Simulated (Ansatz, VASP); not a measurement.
# Cross-check of Ca2PbSe2S between VASP and Ansatz, part 2 of 2

One calculation is typed for both programs; each brings its own data sets. How far apart do they land? The cell is generated by rule, not measured, and may not be a known phase. The cell is taken from a series of runs on this material, whose earlier steps may have relaxed, scaled, displaced or heated it; both programs get it as it stands.

VASP 6.6.1 and Ansatz 0.2.0.

So far: The structure; Ansatz: relaxation of cell and atoms, PBEsol.

**3. VASP: relaxation of cell and atoms, PBEsol**

Level of this step: PBEsol; plane waves and PAW (Ca_sv, Pb_d, S, Se); invented cell (VASP).

The same cell, functional and mesh now go to VASP, with its own data sets.

Lines of VASP's logs that name or quote its potential files are left out, and so is its time.

File INCAR:

```
SYSTEM = Ca2PbSe2S
PREC = Accurate
ENCUT = 500
EDIFF = 1E-07
NELM = 120
ISMEAR = 0
SIGMA = 0.01
LREAL = .FALSE.
ALGO = Normal
GGA = PS
NBANDS = 32
LORBIT = 11
LWAVE = .FALSE.
LCHARG = .FALSE.
ISIF = 3
IBRION = 2
NSW = 80
EDIFFG = -0.005
LASPH = .TRUE.
GGA_COMPAT = .FALSE.
NELMIN = 4
EFERMI = MIDGAP
KPAR = 2
```

File POSCAR:

```
Ca2PbSe2S
1.0
    2.9400620000      2.9400620000      0.0000000000
   -2.9400620000      2.9400620000      0.0000000000
    2.9400620000      0.0000000000      8.8444900000
Ca Pb S Se
2 1 1 2
Direct
    0.3376339393      0.6623660607      0.3247321214
    0.6623660607      0.3376339393      0.6752678786
    0.0000000000      0.0000000000      0.0000000000
    0.5000000000      0.5000000000      0.0000000000
    0.8298442872      0.1701557128      0.3403114255
    0.1701557128      0.8298442872      0.6596885745
```

File KPOINTS:

```
Automatic mesh
0
Gamma
8 8 8
0 0 0
```

Potentials, in the order of the species: Ca_sv, Pb_d, S and Se (PBE family, release 64).

Launch:

```
mpirun -np 2 vasp_std
```

Numbers of over 12 decimals in the logs are rounded to 6 here.

The log of the run:

```text
[banner, memory and clock lines left out]
running    2 mpi-ranks, on    1 nodes
 distrk:  each k-point on    1 cores,    2 groups
 distr:  one band on    1 cores,    1 groups

 POSCAR found type information on POSCAR CaPbS Se
 POSCAR found :  4 types and       6 ions
|                                                                             |
|               ----> ADVICE to this user running VASP <----                  |
|                                                                             |
|     You enforced a specific xc type in the INCAR file but a different       |
|     [... a line on the potential file left out ...]
|     I HOPE YOU KNOW WHAT YOU ARE DOING!                                     |
|                                                                             |

 LDA part: xc-table for (Slater+PW92), standard interpolation
 POSCAR, INCAR and KPOINTS ok, starting setup
 FFT: planning ... GRIDC
 FFT: planning ... GRID_SOFT
 FFT: planning ... GRID
 WAVECAR not read
 entering main loop
       N       E                     dE             d eps       ncg     rms          rms(c)
DAV:   1     0.512453154951E+03    0.51245E+03   -0.23746E+04  3776   0.152E+03
DAV:   2     0.268646416069E+02   -0.48559E+03   -0.47446E+03  3960   0.429E+02
DAV:   3    -0.276449473568E+02   -0.54510E+02   -0.53046E+02  5936   0.131E+02
DAV:   4    -0.304182613054E+02   -0.27733E+01   -0.27667E+01  6248   0.283E+01
DAV:   5    -0.305515635006E+02   -0.13330E+00   -0.13326E+00  6208   0.448E+00    0.736E+00
DAV:   6    -0.297309158111E+02    0.82065E+00   -0.19927E+00  5488   0.801E+00    0.468E+00
DAV:   7    -0.296377567974E+02    0.93159E-01   -0.64008E-01  5272   0.417E+00    0.163E+00
DAV:   8    -0.296393975419E+02   -0.16407E-02   -0.11399E-01  5256   0.207E+00    0.284E-01
DAV:   9    -0.296400051712E+02   -0.60763E-03   -0.10371E-02  6048   0.521E-01    0.252E-01
DAV:  10    -0.296400764452E+02   -0.71274E-04   -0.17660E-03  5112   0.161E-01    0.103E-01
DAV:  11    -0.296401320271E+02   -0.55582E-04   -0.40286E-04  5560   0.131E-01    0.418E-02
DAV:  12    -0.296401505069E+02   -0.18480E-04   -0.89171E-05  5648   0.522E-02    0.140E-02
DAV:  13    -0.296401545749E+02   -0.40680E-05   -0.10490E-05  4960   0.155E-02    0.650E-03
DAV:  14    -0.296401549503E+02   -0.37535E-06   -0.18486E-06  4760   0.935E-03    0.362E-03
DAV:  15    -0.296401549124E+02    0.37827E-07   -0.57597E-07  4608   0.326E-03
   1 F= -.29640155E+02 E0= -.29640155E+02  d E =-.296402E+02
[...]
2 F= -.29640303E+02 E0= -.29640303E+02  d E =-.147865E-03
[...]
3 F= -.29640307E+02 E0= -.29640307E+02  d E =-.152448E-03
[...]
4 F= -.29640307E+02 E0= -.29640307E+02  d E =-.152243E-03
[...]
5 F= -.29640318E+02 E0= -.29640318E+02  d E =-.107202E-04
 trial-energy change:   -0.000011  1 .order   -0.000011   -0.000014   -0.000008
 step:   2.3718(harm=  2.3718)  dis= 0.00112  next Energy=   -29.640324 (dE=-0.167E-04)
 bond charge predicted
       N       E                     dE             d eps       ncg     rms          rms(c)
DAV:   1    -0.296403289482E+02   -0.11147E-04   -0.24781E-03  3968   0.310E-01    0.221E-02
DAV:   2    -0.296403276369E+02    0.13113E-05   -0.10240E-04  4656   0.699E-02    0.110E-02
DAV:   3    -0.296403237876E+02    0.38494E-05   -0.58201E-06  5624   0.173E-02    0.546E-03
DAV:   4    -0.296403229847E+02    0.80287E-06   -0.23825E-06  5744   0.980E-03    0.107E-03
DAV:   5    -0.296403230918E+02   -0.10716E-06   -0.27548E-07  3944   0.317E-03    0.596E-04
DAV:   6    -0.296403231288E+02   -0.36915E-07   -0.35712E-08  3208   0.144E-03
   6 F= -.29640323E+02 E0= -.29640323E+02  d E =-.159734E-04
 curvature:  -1.24 expect dE=-0.596E-05 dE for cont linesearch -0.132E-07
 trial: gam= 0.38035 g(F)=  0.650E-06 g(S)=  0.416E-05 ort =-0.396E-06 (trialstep = 0.125E+01)
 search vector abs. value=  0.664E-05
 reached required accuracy - stopping structural energy minimisation
```

From OUTCAR (step 3):

```text
ion  position               nearest neighbor table
   1  0.338  0.662  0.325-   4 2.87   5 2.94   5 2.94   5 2.94   5 2.94   6 2.96
   2  0.662  0.338  0.675-   4 2.87   6 2.94   6 2.94   6 2.94   6 2.94   5 2.96
   3  0.000  0.000  0.000-   4 2.94   4 2.94   4 2.94   4 2.94   6 3.01   5 3.01
   4  0.500  0.500  0.000-   1 2.87   2 2.87   3 2.94   3 2.94   3 2.94   3 2.94
   5  0.830  0.170  0.340-   1 2.94   1 2.94   1 2.94   1 2.94   2 2.96   3 3.01
   6  0.170  0.830  0.660-   2 2.94   2 2.94   2 2.94   2 2.94   1 2.96   3 3.01

  LATTYP: Found a body centered tetragonal cell.
 ALAT       =     4.1578755546
 C/A-ratio  =     4.2543312727

 Subroutine GETGRP returns: Found 16 space group operations
 (whereof 16 operations were pure point group operations)

The static configuration has the point symmetry D_4h.

 Found     59 irreducible k-points:

   k-points           NKPTS =     59   k-points in BZ     NKDIM =     59   number of bands    NBANDS=     32

   dimension x,y,z NGX =    30 NGY =   30 NGZ =   70
   dimension x,y,z NGXF=    60 NGYF=   60 NGZF=  140

   ENCUT  =  500.0 eV  36.75 Ry    6.06 a.u.   7.58  7.58 16.99*2*pi/ulx,y,z

   NELECT =      52.0000    total number of electrons

 k-points in reciprocal lattice and weights: Automatic mesh
   0.00000000  0.00000000  0.00000000       0.002
   0.12500000  0.00000000  0.00000000       0.016
   0.25000000  0.00000000  0.00000000       0.016
   0.37500000  0.00000000  0.00000000       0.016
   0.50000000  0.00000000  0.00000000       0.008
   0.12500000  0.12500000  0.00000000       0.008
   0.25000000  0.12500000  0.00000000       0.031
   0.37500000  0.12500000  0.00000000       0.031
   0.50000000  0.12500000  0.00000000       0.031
[...]
-0.12500000  0.12500000  0.37500000       0.008
   0.00000000  0.00000000  0.50000000       0.002

 average (electrostatic) potential at core
       1 -45.0150       2 -45.0150       3 -92.7985       4 -86.9705       5 -53.1978
       6 -53.1978

 E-fermi :   4.4188

 k-point     1 :       0.0000    0.0000    0.0000
  band No.  band energies     occupation
    ...
     22       2.4890      2.00000
     23       2.4890      2.00000
     24       2.7930      2.00000
     25       3.1617      2.00000
     26       3.1617      2.00000
     27       5.5853      0.00000
     28       6.1995      0.00000
     29       7.1807      0.00000
     30       7.5141      0.00000
     31       7.5141      0.00000
    ...

 k-point     2 :       0.1250    0.0000    0.0000
  band No.  band energies     occupation
    ...
     22       2.1187      2.00000
     23       2.4166      2.00000
     24       2.7022      2.00000
     25       2.7864      2.00000
     26       3.0017      2.00000
     27       5.9656      0.00000
     28       6.5056      0.00000
     29       7.3674      0.00000
     30       7.5647      0.00000
     31       7.6144      0.00000
    ...

 k-point     3 :       0.2500    0.0000    0.0000
  band No.  band energies     occupation
    ...
     22       1.7973      2.00000
     23       2.2638      2.00000
     24       2.3869      2.00000
     25       2.6649      2.00000
     26       2.8143      2.00000
     27       6.7446      0.00000
     28       6.8374      0.00000
     29       7.0673      0.00000
     30       7.3386      0.00000
     31       7.6275      0.00000
    ...

  Total       -0.0053477     -0.0053477      0.0214480      0.0000000     -0.0000000      0.0000000
  in kB       -0.0559119     -0.0559119      0.2242468      0.0000000     -0.0000000      0.0000000
  external PRESSURE =       0.0374743 kB  Pullay stress =       0.0000000 kB

  energy-cutoff  :      500.00
  volume of cell :      153.24
      direct lattice vectors                 reciprocal lattice vectors
     2.942944346  2.942944346  0.000000000     0.169897878  0.169897878 -0.056518866
    -2.942944346  2.942944346  0.000000000    -0.169897878  0.169897878  0.056518866
     2.942944346 -0.000000000  8.846603546     0.000000000 -0.000000000  0.113037732

 POSITION                                       TOTAL-FORCE (eV/Angst)
 -----------------------------------------------------------------------------------
     -0.00000      2.94294      2.87180         0.000000      0.000000     -0.002356
      2.94294      2.94294      5.97481        -0.000000     -0.000000      0.002356
      0.00000      0.00000      0.00000         0.000000     -0.000000      0.000000
      0.00000      2.94294      0.00000        -0.000000      0.000000      0.000000
      2.94294      2.94294      3.00906        -0.000000      0.000000     -0.001091
      0.00000      2.94294      5.83755        -0.000000     -0.000000      0.001091
 -----------------------------------------------------------------------------------
    total drift:                                0.000000      0.000000      0.000000

  FREE ENERGIE OF THE ION-ELECTRON SYSTEM (eV)
  ---------------------------------------------------
  free  energy   TOTEN  =       -29.6403231288 eV

  energy  without entropy=      -29.6403231288  energy(sigma->0) =      -29.64032313

 reached required accuracy - stopping structural energy minimisation

 total charge
# of ion       s       p       d       tot
------------------------------------------
    1        2.034   5.850   0.244   8.127
    2        2.034   5.850   0.244   8.127
    3        1.478   0.536   9.847  11.860
    4        1.335   2.356   0.000   3.691
    5        1.439   2.458   0.008   3.904
    6        1.439   2.458   0.008   3.904
--------------------------------------------------
tot          9.758  19.507  10.350  39.614

[... 3 further parts left out ...]
```

CONTCAR:

```
Ca2PbSe2S
   1.00000000000000
     2.9429443461280909    2.9429443461280909    0.0000000000000000
    -2.9429443461280909    2.9429443461280909    0.0000000000000000
     2.9429443461280909   -0.0000000000000000    8.8466035457648378
  Ca              Pb              S               Se
     2     1     1     2
Direct
     0.3376892809452762    0.6623107190547237    0.3246214381094404
     0.6623107190547237    0.3376892809452762    0.6753785618905596
     0.0000000000000000    0.0000000000000000    0.0000000000000000
     0.5000000000000000    0.5000000000000000    0.0000000000000000
     0.8299315395536422    0.1700684604463578    0.3401369207927067
     0.1700684604463578    0.8299315395536422    0.6598630792072934
```

**4. Comparison**

Known differences besides the potentials themselves: fixed occupations in Ansatz, narrow Gaussian smearing in VASP; the data sets hold 72 valence electrons in Ansatz (on its default PAW (the set named soft_2) files) and 52 in VASP; the cutoff is 420 eV in Ansatz and 500 eV in VASP; Ansatz makes its cores anew for this functional, VASP keeps those of its PBE data sets; Ansatz adds a Pulay correction to the stress that steers its cell, VASP none. Total energies have different zeros and are not compared.

The two programs side by side:

| quantity | Ansatz | VASP | difference |
| --- | --- | --- | --- |
| volume (Å³) | 152.93 | 153.24 | -0.20 % |
| edge a after relaxation, in the typed setting (Å) | 4.159 | 4.162 | -0.07 % |
| edge c after relaxation, in the typed setting (Å) | 9.318 | 9.323 | -0.05 % |

**5. Results**

```json
{
  "difference in volume (relaxation of cell and atoms, PBEsol)": "-0.20 %"
}
```

In words: The difference in volume is -0.20 % (relaxation of cell and atoms, PBEsol), within the 1.2 % picked in this series as the mark of a large difference, as far as the stopping tolerances let one tell. The data sets hold unlike numbers of valence electrons (72 in Ansatz and 52 in VASP), so part of the differences comes from the potentials. 1 further run of this series is not shown here. How closely two codes agree says nothing of how well the functional describes the real material.

[Lines on the potential files, build, host, timing and source positions are cut from VASP's logs without a mark.]

[Logs are printed without paths, hosts, clocks, repeated set-up lines and the standing remarks that a program may print on its own settings, such as how far it seeks lower states.]

[Hosts, paths, dates, database ids (printed as entryN), source tags and the programs' standing remarks are cut or masked in the printed files.]
